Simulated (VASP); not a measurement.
Output of a VASP run:

### OSZICAR
```
       N       E                     dE             d eps       ncg     rms          rms(c)
DAV:   1    -0.210852928552E+02   -0.21085E+02   -0.29069E-01   928   0.519E+00    0.723E-01
DAV:   2    -0.210856220986E+02   -0.32924E-03   -0.14721E-03   928   0.361E-01    0.445E-01
DAV:   3    -0.210850521829E+02    0.56992E-03   -0.44464E-04   808   0.196E-01    0.240E-01
DAV:   4    -0.210848992745E+02    0.15291E-03   -0.13038E-04   792   0.110E-01    0.129E-01
DAV:   5    -0.210848570264E+02    0.42248E-04   -0.32334E-05   824   0.564E-02    0.689E-02
DAV:   6    -0.210848450910E+02    0.11935E-04   -0.75105E-06   792   0.281E-02    0.374E-02
DAV:   7    -0.210848417641E+02    0.33269E-05   -0.17032E-06   768   0.139E-02    0.209E-02
DAV:   8    -0.210848406326E+02    0.11315E-05   -0.45169E-07   392   0.767E-03    0.115E-02
DAV:   9    -0.210848403012E+02    0.33147E-06   -0.15493E-07   376   0.501E-03
   1 F= -.21084840E+02 E0= -.21084840E+02  d E =-.943033E-25
       N       E                     dE             ncg
```

### OUTCAR
```
------------------------ aborting loop because EDIFF is reached ----------------------------------------
  FORCE on cell =-STRESS in cart. coord.  units (eV):
  Direction    XX          YY          ZZ          XY          YZ          ZX
  --------------------------------------------------------------------------------------
  Total       -0.6958043     -0.6958043     -0.6958043      0.0000000     -0.0000000      0.0000000
  in kB      -97.7079469    -97.7079469    -97.7079469      0.0000000     -0.0000000      0.0000000
  external PRESSURE =     -97.7079469 kB  Pullay stress =       0.0000000 kB
  volume of cell :       11.41
      direct lattice vectors                 reciprocal lattice vectors
     0.000000000  1.786813676  1.786813676    -0.279827722  0.279827722  0.279827722
     1.786813676  0.000000000  1.786813676     0.279827722 -0.279827722  0.279827722
     1.786813676  1.786813676  0.000000000     0.279827722  0.279827722 -0.279827722
 POSITION                                       TOTAL-FORCE (eV/Angst)
 -----------------------------------------------------------------------------------
      1.78681      1.78681      1.78681        -0.000000     -0.000000     -0.000000
      2.68022      2.68022      2.68022         0.000000      0.000000      0.000000
 -----------------------------------------------------------------------------------
    total drift:                               -0.000000     -0.000000     -0.000000
  FREE ENERGIE OF THE ION-ELECTRON SYSTEM (eV)
  ---------------------------------------------------
  free  energy   TOTEN  =       -21.0848403012 eV

  energy  without entropy=      -21.0848403012  energy(sigma->0) =      -21.08484030

  exchange ACFDT corr.  =         0.00000000  see jH, gK, PRB 81, 115126
```
(Selected blocks of OUTCAR.)

### POSCAR
```
C
1
    0.0000000000     1.7868136763     1.7868136763
    1.7868136763     0.0000000000     1.7868136763
    1.7868136763     1.7868136763     0.0000000000
C
2
Direct
  0.5000000000   0.5000000000   0.5000000000
  0.7500000000   0.7500000000   0.7500000000
```

Question: Write an INCAR and KPOINTS that could have produced this output.

Answer: Several could match; the one computed here: the input of the run itself, HSE06 screened hybrid, plane waves, VASP's PBE PAW potentials (set 64).

File KPOINTS:
```
K-points
0
gamma
  10 10 10
```

**INCAR**
```
AEXX=0.25
ALGO=Normal
EDIFF=1E-6
ENCUT=500
GGA=PE
HFSCREEN=0.2
ISIF=2
ISMEAR=0
ISYM=3
LASPH=.TRUE.
LCHARG=.FALSE.
LHFCALC=.TRUE.
LREAL=.FALSE.
LWAVE=.FALSE.
NELM=60
PREC=Accurate
PRECFOCK=Fast
SIGMA=0.05
SYSTEM=C
```

File KPOINTS_OPT:
```
named points and PBE's band edges
10
Reciprocal
  0.000000   0.000000   0.000000 1 ! GAMMA
  0.500000   0.000000   0.500000 1 ! X
  0.500000   0.500000   0.500000 1 ! L
  0.500000   0.250000   0.750000 1 ! W
  0.375000   0.375000   0.750000 1 ! K
  0.625000   0.250000   0.625000 1 ! U
  0.035710   0.000000   0.035710 1 ! near an edge
  0.357140   0.000000   0.357140 1 ! near an edge
  0.321430   0.000000   0.321430 1 ! near an edge
  0.392860   0.000000   0.392860 1 ! near an edge
```

POTCAR, in this order: C (PBE.64 set). Program: vasp_std. Read from the step before: WAVECAR.

The structure comes from a computed database's C entry (Fd-3m); how it stands against other phases isn't given here. It was relaxed first.
